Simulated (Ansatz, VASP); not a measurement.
# BaZnTeSe: VASP beside Ansatz, part 2 of 2

Aim: how closely do two programs agree when they are given the same cell, functional and k mesh? The cell is invented: As first built, before any earlier steps moved the atoms (in the runner's words): it takes the ZnCdTeSe structure with some of its atoms replaced by other elements, volume scaled by an estimate. It may not be a known or stable phase. Of the first pair: The cell is a member of a volume series, scaled by 0.96 from a relaxed one, so a pressure remains. Valence electrons are named where the data sets of a main pair hold unlike numbers.

VASP 6.6.1 and Ansatz 0.2.0.

So far. Step 3 (Ansatz: single point, PBEsol, volume scaled by 0.96): The run ends at a pressure of 1.21 GPa, with forces up to 0.11 eV/Å.

**6. Ansatz: single point, PBEsol, volume scaled by 1.04**

Level of this step: Ansatz beside VASP: Kohn-Sham DFT, plane waves, PBEsol (Ansatz).

With cell and atoms fixed, the geometry can't cause a difference; cores, projectors, grids and the points listed under the comparison can. The cell compared in this pair holds 145.95 Å³, against 134.72 Å³ for the pair before.

The cell is a member of a volume series, scaled by 1.04 from a relaxed one, so a pressure remains.

File input.yaml:

```yaml
crystal:
  lattice:
    - [4.4456961123, 0.0, 0.0]
    - [-2.2228480562, 3.8500857717, 0.0]
    - [0.0, 0.0, 8.5268790105]
  atoms:
    - { symbol: Ba, position: [0.333333333, 0.666666667, 0.5361659259] }
    - { symbol: Te, position: [0.666666667, 0.333333333, 0.3050272947] }
    - { symbol: Se, position: [0.333333333, 0.666666667, 0.9161285621] }
    - { symbol: Zn, position: [0.666666667, 0.333333333, 0.9946772173] }
hamiltonian:
  xc: pbesol
  pseudopotentials: { kind: paw }
kpoints:
  mp_grid: { grid: [6, 6, 3] }
scf:
  occupations: { method: gaussian, width: 0.05 }
  n_extra_bands: 5
output:
  forces: true
  stress: true
  eigenvalues: true
```

Command:

```console
ansatz run input.yaml --threads 2 --pin off --max-ram 4608MiB --backend cpu --events-out ev --progress --plain --runs-dir out
```

Numbers of over 12 decimals in the logs are rounded to 6 here.

Log:

```text
[...]
Crystal: 4 atoms, lattice volume = 145.949 Å³
Basis set: ecut = 420 eV, 2891 PW (Γ), exchange–correlation on 60×60×120 points (8 copies of the dense FFT grid, shifted against one another)
Bands: 32, of which v1, the nominal top of the filled ones, is band 27 counted from 1 (26 counted from 0)
Symmetry: 6 space group operations
[...]
k-point 0: bands = [... 23 lower, 4.5431, 4.6527, 5.4322, 5.4889, 5.4889, 8.3320, 9.0393, 9.0393, ... 1 higher]
  k-point 1: bands = [... 23 lower, 4.5139, 4.5139, 5.5401, 5.5401, 5.9874, 7.6063, 9.0243, 9.0243, ... 1 higher]
  k-point 2: bands = [... 23 lower, 4.3192, 4.7128, 4.9043, 5.4614, 6.6142, 8.1638, 8.6944, 9.1864, ... 1 higher]
  k-point 16: bands = [... 23 lower, 3.7350, 4.1411, 4.3350, 5.2486, 7.7064, 7.8497, 9.3485, 9.5779, ... 1 higher]
[key lines of the parts left out:]
SCF converged after 8 iterations
Free energy (F): -21472.259885 eV
Fermi energy:    5.583012 eV
P = ⅓ Tr σ = -1.5104 GPa (-15.104 kbar)
```

It took 5.6 s on 2 threads of Arm Neoverse V1, shared host; peak memory 0.43 GiB.

The run ends at a pressure of -1.51 GPa, with forces up to 0.22 eV/Å.

**7. VASP: single point, PBEsol, volume scaled by 1.04**

The same cell, functional, mesh and smearing now go to VASP, with its own data sets.

File INCAR:

```
SYSTEM = BaZnTeSe
PREC = Accurate
ENCUT = 400
EDIFF = 1E-06
NELM = 100
ISMEAR = 0
SIGMA = 0.05
LREAL = .FALSE.
ALGO = Normal
GGA = PS
NBANDS = 23
LORBIT = 11
LWAVE = .FALSE.
LCHARG = .FALSE.
KPAR = 2
ISIF = 2
```

File POSCAR:

```
BaZnTeSe
1.0
    4.4456961123      0.0000000000      0.0000000000
   -2.2228480562      3.8500857717      0.0000000000
    0.0000000000      0.0000000000      8.5268790105
Ba Te Se Zn
1 1 1 1
Direct
    0.3333333330      0.6666666670      0.5361659259
    0.6666666670      0.3333333330      0.3050272947
    0.3333333330      0.6666666670      0.9161285621
    0.6666666670      0.3333333330      0.9946772173
```

File KPOINTS:

```
Automatic mesh
0
Gamma
6 6 3
0 0 0
```

PAW data sets: Ba_sv, Te, Se and Zn (PBE family, release 64).

Command:

```console
mpirun -np 2 vasp_std
```

Log:

```text
[banner, memory and clock lines left out]
running    2 mpi-ranks, on    1 nodes
[...]
[... a notice as in an earlier step ...]

 LDA part: xc-table for (Slater+PW92), standard interpolation
 POSCAR, INCAR and KPOINTS ok, starting setup
[...]
entering main loop
       N       E                     dE             d eps       ncg     rms          rms(c)
DAV:   1     0.207083579851E+03    0.20708E+03   -0.12296E+04   782   0.110E+03
DAV:   2     0.487950100825E+01   -0.20220E+03   -0.19386E+03   934   0.257E+02
DAV:   3    -0.145208840673E+02   -0.19400E+02   -0.19319E+02  1143   0.856E+01
DAV:   4    -0.151088651720E+02   -0.58798E+00   -0.58708E+00  1189   0.127E+01
[...]
DAV:  13    -0.140530929367E+02   -0.34424E-04   -0.72701E-05   978   0.429E-02    0.134E-02
DAV:  14    -0.140530968084E+02   -0.38717E-05   -0.14204E-05   958   0.179E-02    0.565E-03
DAV:  15    -0.140530977334E+02   -0.92497E-06   -0.17450E-06   863   0.875E-03
   1 F= -.14053098E+02 E0= -.14052467E+02  d E =-.126085E-02
```

From OUTCAR (step 7):

```text
  Total       -0.9488618     -0.9488618     -1.5897620      0.0000000      0.0000000     -0.0000000
  in kB      -10.4162947    -10.4162947    -17.4518881      0.0000000      0.0000000     -0.0000000
  external PRESSURE =     -12.7614925 kB  Pullay stress =       0.0000000 kB

 POSITION                                       TOTAL-FORCE (eV/Angst)
 -----------------------------------------------------------------------------------
     -0.00000      2.56672      4.57182        -0.000000      0.000000     -0.172393
      2.22285      1.28336      2.60093         0.000000     -0.000000      0.111621
     -0.00000      2.56672      7.81172        -0.000000     -0.000000     -0.020905
      2.22285      1.28336      8.48149         0.000000     -0.000000      0.081677
 -----------------------------------------------------------------------------------
    total drift:                                0.000002     -0.000001     -0.002256

  FREE ENERGIE OF THE ION-ELECTRON SYSTEM (eV)
  ---------------------------------------------------
  free  energy   TOTEN  =       -14.0530977334 eV

  energy  without entropy=      -14.0518368825  energy(sigma->0) =      -14.05246731

[... 1 part as in an earlier step ...]

[... 2 further parts left out ...]
[key lines of the parts left out:]
E-fermi :   1.5327
```

The run ends at a pressure of -1.28 GPa, with forces up to 0.17 eV/Å.

**8. Side by side**

What differs besides the data sets and the points named for the pairs above, as far as they apply: the data sets hold 54 valence electrons in Ansatz (on its default PAW (the set named soft_2) files) and 34 in VASP. Total energies have different zeros and are not compared.

The two programs side by side:

| quantity | Ansatz | VASP | difference |
| --- | --- | --- | --- |
| pressure (GPa) | -1.51 | -1.28 | -0.23 |

Forces (eV/Å; atoms numbered as in POSCAR):

| atom | Ansatz x, y, z | VASP x, y, z |
| --- | --- | --- |
| Ba1 | 0.000, 0.000, -0.220 | 0.000, 0.000, -0.172 |
| Te2 | 0.000, 0.000, 0.189 | 0.000, 0.000, 0.112 |
| Se3 | 0.000, 0.000, -0.065 | 0.000, 0.000, -0.021 |
| Zn4 | 0.000, 0.000, 0.096 | 0.000, 0.000, 0.082 |

The forces differ by 30 meV/Å r.m.s., which is 46.2 % of the r.m.s. force of 0.064 eV/Å (both taken over all components).

**9. Further runs**

Further runs change the set-up of one program: Ansatz's method, potentials or start, or VASP's data sets, cutoff or form of LDA. The table gives Ansatz less VASP for each quantity, since a change that brings one quantity closer may part another.

| run | r.m.s. force difference (meV/Å) | pressure (GPa) |
| --- | --- | --- |
| as above | 30 | -0.23 |
| cores kept as stored | 29 | -0.23 |
| Ansatz's larger PAW set (cutoff 800 eV) | 30 | -0.23 |
| norm-conserving potentials (cutoff 1170 eV) | 32 | -0.26 |

**10. VASP: single point, PBEsol, volume scaled by 1.06**

A single point gives forces, pressure and levels at one fixed geometry, so differences don't come from the geometry; what else differs is listed under the comparison. The cell compared in this pair holds 148.76 Å³, against 145.95 Å³ for the pair before.

INCAR is that of step 7.

File POSCAR:

```
BaZnTeSe
1.0
    4.4740134116      0.0000000000      0.0000000000
   -2.2370067058      3.8746092722      0.0000000000
    0.0000000000      0.0000000000      8.5811918062
Ba Te Se Zn
1 1 1 1
Direct
    0.3333333330      0.6666666670      0.5361659259
    0.6666666670      0.3333333330      0.3050272947
    0.3333333330      0.6666666670      0.9161285621
    0.6666666670      0.3333333330      0.9946772173
```

KPOINTS is that of step 7.

Command:

```console
mpirun -np 2 vasp_std
```

Log:

```text
[... set-up lines as in an earlier step ...]
 entering main loop
       N       E                     dE             d eps       ncg     rms          rms(c)
DAV:   1     0.212141000785E+03    0.21214E+03   -0.12481E+04   782   0.111E+03
DAV:   2     0.617561884701E+01   -0.20597E+03   -0.19806E+03   926   0.258E+02
DAV:   3    -0.143127520378E+02   -0.20488E+02   -0.20393E+02  1132   0.889E+01
DAV:   4    -0.150806750821E+02   -0.76792E+00   -0.76729E+00  1156   0.137E+01
[...]
DAV:  13    -0.140274524806E+02   -0.29844E-04   -0.69990E-05   992   0.449E-02    0.131E-02
DAV:  14    -0.140274562049E+02   -0.37243E-05   -0.13126E-05   937   0.175E-02    0.566E-03
DAV:  15    -0.140274571110E+02   -0.90607E-06   -0.15715E-06   855   0.735E-03
   1 F= -.14027457E+02 E0= -.14026828E+02  d E =-.125787E-02
```

OUTCAR, selected parts (step 10):

```text
  Total       -1.3730427     -1.3730427     -2.3110750      0.0000000      0.0000000      0.0000000
  in kB      -14.7884218    -14.7884218    -24.8915433      0.0000000      0.0000000      0.0000000
  external PRESSURE =     -18.1561290 kB  Pullay stress =       0.0000000 kB

 POSITION                                       TOTAL-FORCE (eV/Angst)
 -----------------------------------------------------------------------------------
     -0.00000      2.58307      4.60094         0.000000      0.000000     -0.250400
      2.23701      1.29154      2.61750        -0.000000     -0.000000      0.162564
     -0.00000      2.58307      7.86147        -0.000000      0.000000     -0.030533
      2.23701      1.29154      8.53552        -0.000000      0.000000      0.118368
 -----------------------------------------------------------------------------------
    total drift:                                0.000002     -0.000000     -0.004010

  FREE ENERGIE OF THE ION-ELECTRON SYSTEM (eV)
  ---------------------------------------------------
  free  energy   TOTEN  =       -14.0274571110 eV

  energy  without entropy=      -14.0261992396  energy(sigma->0) =      -14.02682818

[... 1 part as in an earlier step ...]

[... 2 further parts left out ...]
[key lines of the parts left out:]
E-fermi :   1.4252
```

The run ends at a pressure of -1.82 GPa, with forces up to 0.25 eV/Å.

**11. Ansatz: single point, PBEsol, volume scaled by 1.06**

The same cell, functional, mesh and smearing now go to Ansatz, which takes its cutoff from its data sets.

The cell is a member of a volume series, scaled by 1.06 from a relaxed one, so a pressure remains.

input.yaml, as its differences from that of step 6:

```diff
@@ -2,5 +2,5 @@
   lattice:
-    - [4.4456961123, 0.0, 0.0]
-    - [-2.2228480562, 3.8500857717, 0.0]
-    - [0.0, 0.0, 8.5268790105]
+    - [4.4740134116, 0.0, 0.0]
+    - [-2.2370067058, 3.8746092722, 0.0]
+    - [0.0, 0.0, 8.5811918062]
   atoms:
```

Command:

```console
ansatz run input.yaml --threads 2 --pin off --max-ram 4608MiB --backend cpu --events-out ev --progress --plain --runs-dir out
```

Log:

```text
[...]
Crystal: 4 atoms, lattice volume = 148.755 Å³
Basis set: ecut = 420 eV, 2927 PW (Γ), exchange–correlation on 60×60×120 points (8 copies of the dense FFT grid, shifted against one another)
Bands: 32, of which v1, the nominal top of the filled ones, is band 27 counted from 1 (26 counted from 0)
Symmetry: 6 space group operations
[...]
k-point 0: bands = [... 23 lower, 4.3613, 4.4732, 5.2089, 5.3095, 5.3095, 8.0920, 8.8269, 8.8269, ... 1 higher]
  k-point 1: bands = [... 23 lower, 4.3341, 4.3341, 5.3578, 5.3578, 5.7611, 7.3874, 8.8119, 8.8119, ... 1 higher]
  k-point 2: bands = [... 23 lower, 4.1452, 4.5322, 4.7338, 5.2812, 6.3842, 7.9540, 8.4726, 8.9745, ... 1 higher]
  k-point 16: bands = [... 23 lower, 3.5861, 3.9730, 4.1799, 5.0535, 7.5075, 7.6517, 9.1521, 9.2948, ... 1 higher]
[key lines of the parts left out:]
SCF converged after 7 iterations
Free energy (F): -21472.228770 eV
Fermi energy:    5.399910 eV
P = ⅓ Tr σ = -2.0307 GPa (-20.307 kbar)
```

Elapsed: 5.4 s, on 2 threads; peak memory 0.43 GiB; 10 s of CPU time.

The run ends at a pressure of -2.03 GPa, with forces up to 0.30 eV/Å.

**12. Comparison**

What differs besides the data sets and the points named for the pairs above, as far as they apply: the data sets hold 54 valence electrons in Ansatz (on its default PAW (the set named soft_2) files) and 34 in VASP. Total energies have different zeros and are not compared.

Both answers:

| quantity | Ansatz | VASP | difference |
| --- | --- | --- | --- |
| pressure (GPa) | -2.03 | -1.82 | -0.22 |

Forces (eV/Å; atoms numbered as in POSCAR):

| atom | Ansatz x, y, z | VASP x, y, z |
| --- | --- | --- |
| Ba1 | 0.000, 0.000, -0.296 | 0.000, 0.000, -0.250 |
| Te2 | 0.000, 0.000, 0.236 | 0.000, 0.000, 0.163 |
| Se3 | 0.000, 0.000, -0.073 | 0.000, 0.000, -0.031 |
| Zn4 | 0.000, 0.000, 0.134 | 0.000, 0.000, 0.118 |

The forces differ by 28 meV/Å r.m.s., which is 30.2 % of the r.m.s. force of 0.093 eV/Å (both taken over all components).

**13. Further runs**

Further runs change the set-up of one program: Ansatz's method, potentials or start, or VASP's data sets, cutoff or form of LDA. The table gives Ansatz less VASP for each quantity, since a change that brings one quantity closer may part another.

| run | r.m.s. force difference (meV/Å) | pressure (GPa) |
| --- | --- | --- |
| as above | 28 | -0.22 |
| cores kept as stored | 27 | -0.21 |
| Ansatz's larger PAW set (cutoff 800 eV) | 28 | -0.21 |
| norm-conserving potentials (cutoff 1170 eV) | 30 | -0.24 |

**14. Outcome**

| Quantity | Value |
| --- | --- |
| r.m.s. force difference (single point, PBEsol, volume scaled by 0.96) | 39 meV/Å |
| r.m.s. force difference (single point, PBEsol, volume scaled by 1.04) | 30 meV/Å |
| r.m.s. force difference (single point, PBEsol, volume scaled by 1.06) | 28 meV/Å |

The r.m.s. force difference is 39 meV/Å (single point, PBEsol, volume scaled by 0.96), beyond the 12 meV/Å picked in this series as the mark of a large difference. The data sets hold unlike numbers of valence electrons (54 in Ansatz and 34 in VASP), so part of the differences comes from the potentials. For single point, PBEsol, volume scaled by 0.96, no further run moves any of the tabulated differences by more than a quarter of its size. For single point, PBEsol, volume scaled by 1.04, no further run moves any of the tabulated differences by more than a quarter of its size. For single point, PBEsol, volume scaled by 1.06, no further run moves any of the tabulated differences by more than a quarter of its size. 4 further runs of this series are not shown here. How closely two codes agree says nothing of how well the functional describes the real material.

[Lines on the potential files, build, host, timing and source positions are cut from VASP's logs without a mark.]

[Logs are printed without paths, hosts, clocks, repeated set-up lines and the standing remarks that a program may print on its own settings, such as how far it seeks lower states.]

[Hosts, paths, dates, database ids (printed as entryN), source tags and the programs' standing remarks are cut or masked in the printed files.]
